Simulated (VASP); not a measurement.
An input for Quantum ESPRESSO's pw.x (written as the equivalent of a VASP run, and not itself run):

```
&CONTROL
  calculation = 'scf'
  pseudo_dir = './pseudo'
  outdir = './out'
  tprnfor = .true.
  tstress = .true.
/
&SYSTEM
  ibrav = 0
  nat = 4
  ntyp = 2
  ecutwfc = 86
  occupations = 'tetrahedra'
  input_dft = 'pbesol'
/
&ELECTRONS
  conv_thr = 7.3e-09
  electron_maxstep = 100
/
ATOMIC_SPECIES
  Hg 200.592 Hg.upf
  Se 78.971 Se.upf
CELL_PARAMETERS angstrom
     3.9651832    0.0000000    0.0000000
    -1.9825916    3.4339493    0.0000000
    -0.0000000    0.0000000    6.8671287
ATOMIC_POSITIONS crystal
  Hg   0.0000000  0.0000000  0.0000000
  Hg   0.0000000  0.0000000  0.5000000
  Se   0.3333330  0.6666670  0.2500000
  Se   0.6666670  0.3333330  0.7500000
K_POINTS automatic
  12 12 6 0 0 0
```

Question: Write the VASP files for the same calculation (PBEsol).

Answer: One answer among several that fit: 
File POSCAR:
```
HgSe
1
    3.9651831571     0.0000000000     0.0000000000
   -1.9825915786     3.4339493146     0.0000000000
   -0.0000000000     0.0000000000     6.8671286872
Hg Se
2 2
Direct
  0.0000000000   0.0000000000   0.0000000000
  0.0000000000   0.0000000000   0.5000000000
  0.3333330000   0.6666670000   0.2500000000
  0.6666670000   0.3333330000   0.7500000000
```

**KPOINTS**
```
Automatic
0
gamma
 12 12 6
0 0 0
```

**INCAR**
```
SYSTEM  =  HgSe
PREC  =  Accurate; ENCUT  =  400; LREAL  =  .FALSE.
LASPH  =  .TRUE.
EDIFF  =  1E-7; NELM  =  100; ALGO  =  Normal
LMAXMIX  =  6
ISMEAR  =  -5
GGA  =  PS
ISIF  =  2
LWAVE  =  .FALSE.; LCHARG  =  .TRUE.; LORBIT  =  11
NEDOS  =  601
```

POTCAR, in this order: Hg Se (PBE.64 set). Program: vasp_std.

What does not carry over: the potentials are each code's own (VASP's PAW set, PseudoDojo norm-conserving files in pw.x), so ENCUT and ecutwfc are chosen apart and not converted; conv_thr bounds pw.x's estimated SCF error, while EDIFF bounds the energy change between steps.

The structure was generated: HgSe was put into the NiAs type type (P6_3/mmc), which need not be its known phase. It was relaxed first, which changed the volume by +20 %.
